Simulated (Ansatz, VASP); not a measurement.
# Zr23Si7O60: VASP beside Ansatz

Aim: how closely do two programs agree when they are given the same cell, functional and k mesh? The structure shown is frame 63 of Ansatz's trajectory.

Main program and level: Ansatz 0.2.0; plane waves, with VASP 6.6.1 beside it; single point at PBE.

## Step 1: Starting point

The cell holds 90 atoms: 23 Zr, 7 Si and 60 O. Its edges and angles: a = 10.551 Å, b = 10.551 Å, c = 10.551 Å, α = 90.0°, β = 90.0°, γ = 90.0°. As first built, before any earlier steps moved the atoms (in the runner's words): 90 atoms (23 Zr, 7 Si, 60 O) placed at random at 4.39 g/cm^3, melted at 4000 K for 10 ps at fixed volume with the Morse and Coulomb pair potential with partial charges (Pedone, Malavasi, Menziani, Cormack and Segre, J. Phys. Chem. B 110, 11780 (2006)). Quenched from 1800 K to 300 K at 50 K/ps and fixed volume, held 10 ps at zero pressure, then minimised at fixed cell.

## Step 2: Ansatz: dynamics, PBE

Ansatz runs on its default PAW (the set named soft_2) files.

One frame of this run of dynamics is then solved in both programs, so the motion causes no difference.

input.yaml

```yaml
crystal:
  lattice:
    - [10.55091, 0.0, 0.0]
    - [0.0, 10.55091, 0.0]
    - [0.0, 0.0, 10.55091]
  atoms:
    - { symbol: Zr, position: [0.13118, 0.66354, 0.18394] }
    - { symbol: Zr, position: [0.97556, 0.19603, 0.31899] }
    - { symbol: Zr, position: [0.23315, 0.5175, 0.50047] }
    - { symbol: Zr, position: [0.42636, 0.65947, 0.276] }
    - { symbol: Zr, position: [0.08428, 0.99393, 0.11319] }
    - { symbol: Zr, position: [0.62882, 0.6012, 0.51697] }
    - { symbol: Zr, position: [0.38522, 0.61207, 0.75024] }
    - { symbol: Zr, position: [0.94314, 0.35496, 0.62231] }
    - { symbol: Zr, position: [0.92016, 0.70524, 0.61835] }
    - { symbol: Zr, position: [0.926, 0.75113, 0.96933] }
    - { symbol: Zr, position: [0.65593, 0.82485, 0.7471] }
    - { symbol: Zr, position: [0.35701, 0.41466, 0.05486] }
    - { symbol: Zr, position: [0.38985, 0.84276, 0.99173] }
    - { symbol: Zr, position: [0.43137, 0.93201, 0.50764] }
    - { symbol: Zr, position: [0.78988, 0.04459, 0.54339] }
    - { symbol: Zr, position: [0.17408, 0.84174, 0.71388] }
    - { symbol: Zr, position: [0.80497, 0.60629, 0.27901] }
    - { symbol: Zr, position: [0.46668, 0.09961, 0.75035] }
    - { symbol: Zr, position: [0.05918, 0.38815, 0.04067] }
    - { symbol: Zr, position: [0.6045, 0.61162, 0.99124] }
    - { symbol: Zr, position: [0.97094, 0.14815, 0.84169] }
    - { symbol: Zr, position: [0.7715, 0.34798, 0.03784] }
    - { symbol: Zr, position: [0.64023, 0.86093, 0.24968] }
    - { symbol: Si, position: [0.41239, 0.23058, 0.44004] }
    - { symbol: Si, position: [0.22933, 0.3304, 0.77639] }
    - { symbol: Si, position: [0.09398, 0.91946, 0.42972] }
    - { symbol: Si, position: [0.63641, 0.39966, 0.74532] }
    - { symbol: Si, position: [0.68353, 0.31063, 0.35198] }
    - { symbol: Si, position: [0.31128, 0.11881, 0.19457] }
    - { symbol: Si, position: [0.80297, 0.04192, 0.06794] }
    - { symbol: O, position: [0.73876, 0.65347, 0.67999] }
    - { symbol: O, position: [0.97908, 0.03204, 0.44125] }
    - { symbol: O, position: [0.02999, 0.31726, 0.45569] }
    - { symbol: O, position: [0.79624, 0.16072, 0.97371] }
    - { symbol: O, position: [0.62057, 0.0061, 0.66508] }
    - { symbol: O, position: [0.87539, 0.16867, 0.6714] }
    - { symbol: O, position: [0.31317, 0.7056, 0.11774] }
    - { symbol: O, position: [0.51457, 0.72892, 0.84821] }
    - { symbol: O, position: [0.44265, 0.56166, 0.4502] }
    - { symbol: O, position: [0.92854, 0.3252, 0.17066] }
    - { symbol: O, position: [0.42788, 0.1317, 0.55398] }
    - { symbol: O, position: [0.29156, 0.99063, 0.10456] }
    - { symbol: O, position: [0.62149, 0.67608, 0.32236] }
    - { symbol: O, position: [0.39133, 0.12926, 0.32005] }
    - { symbol: O, position: [0.00943, 0.73978, 0.78962] }
    - { symbol: O, position: [0.00737, 0.5804, 0.03264] }
    - { symbol: O, position: [0.26347, 0.68493, 0.61621] }
    - { symbol: O, position: [0.81514, 0.77798, 0.17562] }
    - { symbol: O, position: [0.02302, 0.53448, 0.59908] }
    - { symbol: O, position: [0.53816, 0.77453, 0.58544] }
    - { symbol: O, position: [0.43722, 0.51481, 0.91339] }
    - { symbol: O, position: [0.09073, 0.2836, 0.73446] }
    - { symbol: O, position: [0.67141, 0.44259, 0.89248] }
    - { symbol: O, position: [0.90115, 0.95502, 0.98186] }
    - { symbol: O, position: [0.2114, 0.39259, 0.91823] }
    - { symbol: O, position: [0.82601, 0.8837, 0.65481] }
    - { symbol: O, position: [0.49804, 0.97964, 0.90125] }
    - { symbol: O, position: [0.54245, 0.76777, 0.1017] }
    - { symbol: O, position: [0.30772, 0.33586, 0.44725] }
    - { symbol: O, position: [0.72382, 0.45595, 0.38824] }
    - { symbol: O, position: [0.32213, 0.21969, 0.79532] }
    - { symbol: O, position: [0.75774, 0.40044, 0.6546] }
    - { symbol: O, position: [0.99237, 0.58482, 0.29113] }
    - { symbol: O, position: [0.07451, 0.17044, 0.00795] }
    - { symbol: O, position: [0.35166, 0.23367, 0.11079] }
    - { symbol: O, position: [0.0888, 0.81129, 0.05467] }
    - { symbol: O, position: [0.15521, 0.13208, 0.24322] }
    - { symbol: O, position: [0.19943, 0.46606, 0.15404] }
    - { symbol: O, position: [0.6706, 0.96527, 0.41081] }
    - { symbol: O, position: [0.48991, 0.51646, 0.15147] }
    - { symbol: O, position: [0.24082, 0.64091, 0.34661] }
    - { symbol: O, position: [0.08874, 0.87419, 0.28535] }
    - { symbol: O, position: [0.27611, 0.44787, 0.68943] }
    - { symbol: O, position: [0.79138, 0.21185, 0.41117] }
    - { symbol: O, position: [0.67819, 0.00328, 0.12679] }
    - { symbol: O, position: [0.74279, 0.74218, 0.91368] }
    - { symbol: O, position: [0.90795, 0.06635, 0.18287] }
    - { symbol: O, position: [0.75028, 0.53354, 0.10488] }
    - { symbol: O, position: [0.57748, 0.26374, 0.75971] }
    - { symbol: O, position: [0.67834, 0.29281, 0.20222] }
    - { symbol: O, position: [0.05824, 0.82533, 0.54467] }
    - { symbol: O, position: [0.8124, 0.68764, 0.45755] }
    - { symbol: O, position: [0.55204, 0.2867, 0.41738] }
    - { symbol: O, position: [0.45192, 0.85096, 0.3294] }
    - { symbol: O, position: [0.27717, 0.75054, 0.85622] }
    - { symbol: O, position: [0.92301, 0.34898, 0.90403] }
    - { symbol: O, position: [0.23523, 0.95482, 0.46537] }
    - { symbol: O, position: [0.54107, 0.50295, 0.67781] }
    - { symbol: O, position: [0.35177, 0.9384, 0.69198] }
    - { symbol: O, position: [0.08929, 0.00159, 0.78938] }
kpoints:
  mp_grid: { grid: [1, 1, 1] }
hamiltonian:
  xc: pbe
scf:
  occupations: { method: fixed }
output:
  forces: true
md:
  timestep: 1.0
  n_steps: 189
  ensemble: nve
  temperature: 300
  initial_velocities: maxwell_boltzmann
  seed: 3747
```

The run is started by

```bash
$ ansatz run input.yaml --threads 4 --pin off --max-ram 8192MiB --backend cpu --events-out ev --progress --plain --runs-dir out
```

Numbers of over 12 decimals in the logs are rounded to 6 here.

Output:

```text
Warning: md: disabling space-group detection — thermal motion breaks the input geometry's symmetry, so no spatial operation reduces the k-mesh or symmetrises the density; time reversal is kept, so that k and −k are solved as one point where they differ and the mesh holds both, and exact exchange and, on two spinor components, a DFT+U term hold to it where the run has them: on two components no moment then forms, and  [...]
Engine: ansatz 0.2.0, aarch64-unknown-linux-gnu
Pseudopotentials: kind: paw
Pseudopotential: Zr, paw, valence charge 12, recommended cutoff 420 eV (normal), Zr.paw.azcp
Pseudopotential: Si, paw, valence charge 4, recommended cutoff 420 eV (normal), Si.paw.azcp
Pseudopotential: O, paw, valence charge 6, recommended cutoff 420 eV (normal), O.paw.azcp
Functional definition: PBE
  parameter kappa = 0.804
  parameter beta = 0.066725
  exchange = pbe_x(kappa = kappa, mu = beta*pi^2/3)
  correlation = pbe_c(beta = beta)
Crystal: 90 atoms, lattice volume = 1174.545 Å³
Basis set: ecut = 420 eV, 22983 PW (Γ), exchange–correlation on 144×144×144 points (8 copies of the dense FFT grid, shifted against one another)
Bands: 422, of which v1, the nominal top of the filled ones, is band 332 counted from 1 (331 counted from 0)
Symmetry: 1 space group operations
k-points: 1
Non-local potential: Zr, projectors of the file, l = 0: 3, l = 1: 2, l = 2: 2, l = 3: 2
Non-local potential: Si, projectors of the file, l = 0: 2, l = 1: 2, l = 2: 2
Non-local potential: O, projectors of the file, l = 0: 2, l = 1: 2, l = 2: 1
PAW form: soft (Blöchl's): semilocal exchange-correlation on the pseudo side does not see the compensation charge
PAW one-centre angular grid: Zr, 590 points (default); XC on 64 Gauss nodes
PAW one-centre angular grid: Si, 110 points (default); XC on 64 Gauss nodes
PAW one-centre angular grid: O, 110 points (default); XC on 64 Gauss nodes
Initial density: superposition of atomic densities (neutral atoms: chi_scale 0, normalization atom), corrected by the library's trained network
Initial wavefunctions: pseudopotential atomic-orbital guess
Functional: x = pbe(κ = 0.804, μ = 0.219515), c = pbe(β = 0.066725)
SCF iter   1: F=—  HF=-134854.405115 eV  |F-HF|=—  |Δ(HF+E_count)|=         —  Δρ=4.03e-3  dr2=1.68e-1  ethr=1.77e-3  ⟨swp⟩=5.0  Hψ=1286  notcnv=0  defer=87
preconditioner: auto → Resta (q_TF=auto, 2.481 Å⁻¹)  ε∞=3.9  [insulator: Δε(μ)=3.215 eV  Ē_g=15.924 eV  n_scr=304 (ndim 8)  ℏωp=26.9 eV  f_vac=0.086  ε∞_Penn≈3.9]
SCF iter   2: F=—  HF=-134854.379017 eV  |F-HF|=—  |Δ(HF+E_count)|=   2.61e-2  Δρ=2.15e-3  dr2=3.23e-2  ethr=2.53e-5  ⟨swp⟩=2.0  Hψ=777  notcnv=0  defer=88
SCF iter   3: F=—  HF=-134854.379912 eV  |F-HF|=—  |Δ(HF+E_count)|=   8.95e-4  Δρ=9.85e-4  dr2=9.63e-3  ethr=4.86e-6  ⟨swp⟩=2.0  Hψ=534  notcnv=0  defer=88
SCF iter   4: F=—  HF=-134854.381275 eV  |F-HF|=—  |Δ(HF+E_count)|=   1.36e-3  Δρ=2.85e-4  dr2=9.96e-4  ethr=1.45e-6  ⟨swp⟩=2.0  Hψ=534  notcnv=0  defer=88
SCF iter   5: F=—  HF=-134854.381399 eV  |F-HF|=—  |Δ(HF+E_count)|=   1.24e-4  Δρ=1.52e-4  dr2=2.59e-4  ethr=1.50e-7  ⟨swp⟩=2.0  Hψ=577  notcnv=0  defer=86
SCF iter   6: F=—  HF=-134854.381458 eV  |F-HF|=—  |Δ(HF+E_count)|=   5.92e-5  Δρ=5.19e-5  dr2=3.47e-5  ethr=3.90e-8  ⟨swp⟩=2.0  Hψ=532  notcnv=0  defer=83
SCF iter   7: F=—  HF=-134854.383783 eV  |F-HF|=—  |Δ(HF+E_count)|=   2.32e-3  Δρ=3.41e-5  dr2=1.28e-5  ethr=5.23e-9  ⟨swp⟩=2.0  Hψ=747  notcnv=0  defer=83
SCF iter   8: F=—  HF=-134854.383785 eV  |F-HF|=—  |Δ(HF+E_count)|=   2.03e-6  Δρ=1.02e-5  dr2=1.28e-6  ethr=1.93e-9  ⟨swp⟩=2.0  Hψ=577  notcnv=0  defer=83
SCF iter   9: F=—  HF=-134854.383786 eV  |F-HF|=—  |Δ(HF+E_count)|=   1.55e-6  Δρ=5.72e-6  dr2=3.85e-7  ethr=1.92e-10  ⟨swp⟩=2.0  Hψ=581  notcnv=0  defer=83
SCF iter  10: F=-134854.383786 eV  HF=-134854.383786 eV  |F-HF|=7.01e-9  |Δ(HF+E_count)|=   1.31e-7  Δρ=2.36e-6  dr2=6.50e-8  ethr=1.36e-11  ⟨swp⟩=3.0  Hψ=1340  notcnv=0
SCF 1 converged in 10 iterations: F = -134854.383786 eV  dr2 = 6.50e-8
  greatest PAW one-centre occupation: 0.995 electrons in one spin orbital (limit 2), on the Zr atom at site 11 (counted from 0), in its partial waves of l = 0
md step     0: t =     0.00 fs  T =   300.0 K  F+E_penalty+E_count = -134854.38378648 eV  E_kin = 3.451242 eV  conserved = -134850.93254451 eV  (10 SCF iters)
[...]
md step   179: t =   179.00 fs  T =   311.1 K  F+E_penalty+E_count = -134854.51213077 eV  E_kin = 3.578592 eV  conserved = -134850.93353827 eV  (3 SCF iters)
md step   180: t =   180.00 fs  T =   310.9 K  F+E_penalty+E_count = -134854.51054484 eV  E_kin = 3.577042 eV  conserved = -134850.93350291 eV  (8 SCF iters)
md step   181: t =   181.00 fs  T =   309.8 K  F+E_penalty+E_count = -134854.49703686 eV  E_kin = 3.563675 eV  conserved = -134850.93336137 eV  (4 SCF iters)
md step   182: t =   182.00 fs  T =   307.8 K  F+E_penalty+E_count = -134854.47391913 eV  E_kin = 3.540786 eV  conserved = -134850.93313265 eV  (4 SCF iters)
md step   183: t =   183.00 fs  T =   305.3 K  F+E_penalty+E_count = -134854.44480823 eV  E_kin = 3.511951 eV  conserved = -134850.93285742 eV  (4 SCF iters)
md step   184: t =   184.00 fs  T =   302.6 K  F+E_penalty+E_count = -134854.41399915 eV  E_kin = 3.481410 eV  conserved = -134850.93258874 eV  (3 SCF iters)
md step   185: t =   185.00 fs  T =   300.2 K  F+E_penalty+E_count = -134854.38568900 eV  E_kin = 3.453318 eV  conserved = -134850.93237100 eV  (4 SCF iters)
md step   186: t =   186.00 fs  T =   298.2 K  F+E_penalty+E_count = -134854.36326996 eV  E_kin = 3.431035 eV  conserved = -134850.93223447 eV  (3 SCF iters)
md step   187: t =   187.00 fs  T =   297.0 K  F+E_penalty+E_count = -134854.34886407 eV  E_kin = 3.416674 eV  conserved = -134850.93218964 eV  (3 SCF iters)
md step   188: t =   188.00 fs  T =   296.5 K  F+E_penalty+E_count = -134854.34319509 eV  E_kin = 3.410973 eV  conserved = -134850.93222180 eV  (3 SCF iters)
[...]
md step   189: t =   189.00 fs  T =   296.7 K  F+E_penalty+E_count = -134854.34579246 eV  E_kin = 3.413492 eV  conserved = -134850.93230041 eV  (8 SCF iters)
SCF converged after 8 iterations
Free energy (F): -134854.345792 eV
Harris-Foulkes:  -134854.345792 eV  (|F-HF|=7.33e-9)
Internal energy: -134854.345792 eV  (E = F + TS)
E sigma→0 (E₀):  -134854.345792 eV
Fermi energy:    7.528659 eV
--- Per-component energies (eV) ---
  E_band       = -3722.314953
  E_kinetic    = 18595.985879
  E_local      = -44579.867397  (includes V_loc(G=0)·N_el)
  E_nonlocal   = 4793.213792
  E_hartree    = 15944.711592
  E_xc         = -8586.620972
  E_vxc        = -10437.646830  (∫ρ·V_xc dr)
  E_paw        = -81000.694964  (= ΣΔE_a)
  E_vpaw       = -3983.574397  (= ΣTr[D̂ρ^β])
  E_aug_tail   = 0.149384  (compensation charges beyond the density's cutoff)
  E_ewald      = -40021.223106
  E_smearing   = -0.000000  (= −TS)
  E_closure    = 0.000000  (closes the sum)
  Σ components = -134854.345792   (vs F -134854.345792, Δ=0.00e0)
--- Forces (eV/Å), atoms counted from 1 ---
  atom   1  Zr     0.39215845     0.36353661    -0.29414323
  atom   2  Zr    -0.15795938    -0.71927388    -1.00874999
  atom   3  Zr    -0.22884498     0.09351596     0.84127398
  atom   4  Zr     0.11873861    -0.06662309     0.41190537
  atom   5  Zr     0.30502495    -0.12190218     0.43403083
  atom   6  Zr     0.21793110     0.47905934    -0.70059197
  atom   7  Zr     0.34486198    -0.28705501     0.51240962
  atom   8  Zr    -1.32311017     1.04407527     2.36674519
  atom   9  Zr     0.80271959    -0.92326446     0.48879097
  atom  10  Zr    -1.33450011    -1.28000254    -0.11852680
  atom  11  Zr     0.09379158    -0.62441130     0.73961728
  atom  12  Zr     0.78598167     0.62077207    -0.81983995
  atom  13  Zr    -0.56729308    -0.01826953     0.03850513
  atom  14  Zr    -0.69448543    -0.90837787    -0.36922761
  atom  15  Zr     0.51066607    -0.30403048     0.11090941
  atom  16  Zr     0.31967239    -0.24286504     1.76900561
  atom  17  Zr    -1.35706050     0.65072054    -0.47415886
  atom  18  Zr    -0.28326203     0.25538011     0.15998456
  atom  19  Zr    -0.05011569     0.24728803    -0.02616584
  atom  20  Zr    -0.03159802    -0.23381133     0.49218380
  atom  21  Zr    -0.00536408     0.49773824    -0.06200102
  atom  22  Zr     0.13213270    -0.06675569     0.91441689
  atom  23  Zr    -0.68680989    -1.06957253    -0.33327293
  atom  24  Si    -2.01762899    -0.32662318    -0.61540041
[...]
atom  83  O      0.07627409    -0.14071575     0.25156124
  atom  84  O      0.19450320    -0.09982803     0.00428149
  atom  85  O      0.61901290    -0.21624987     0.72947775
  atom  86  O     -0.15000963    -0.25707807    -0.29247799
  atom  87  O      2.03738368     0.17571057     1.07536990
  atom  88  O     -0.69487159     0.92868891    -0.19548551
  atom  89  O      0.52340423     0.49346213    -1.14002805
  atom  90  O      0.03430350     0.08202749     0.14774420
  max |Σ_I F_I| component: 6.98e-5 eV/Å
--- MD trajectory: 189 steps, t = 0.0 → 189.0 fs ---
  final state: T = 296.7 K   F+E_penalty+E_count = -134854.34579246 eV   E_kin = 3.413492 eV
  conserved energy: peak-to-peak 3.950e-3 eV (4.389e-5 eV/atom) over 189.0 fs
```

[end of part 1 of 2]

[Lines on the potential files, build, host, timing and source positions are cut from VASP's logs without a mark.]

[Logs are printed without paths, hosts, clocks, repeated set-up lines and the standing remarks that a program may print on its own settings, such as how far it seeks lower states.]

[Hosts, paths, dates, database ids (printed as entryN), source tags and the programs' standing remarks are cut or masked in the printed files.]
